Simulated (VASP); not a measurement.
Input:

```
CELL_PARAMETERS angstrom
      0.00000     3.44937     3.44937
      3.44937     0.00000     3.44937
      3.44937     3.44937     0.00000
ATOMIC_POSITIONS crystal
  K  0.00000 0.00000 0.00000
  I  0.50000 0.50000 0.50000
```

Level of theory: PBE GGA, VASP's PBE PAW potentials (set 64) (plane waves; VASP 6.6.1). Settings: 480 eV cut-off, 6×6×6 Γ-centred mesh, Gaussian smearing of 0.050 eV, potentials K_sv I.

Question: Give the stress tensor in GPa (positive for a compressed cell).

Answer: 
```
1.75  0.00  0.00
0.00  1.75  0.00
0.00  0.00  1.75
```
The pressure is its mean diagonal, 1.75 GPa.

The compound is KI in the rock salt structure. This cell was strained or had an atom moved on purpose.
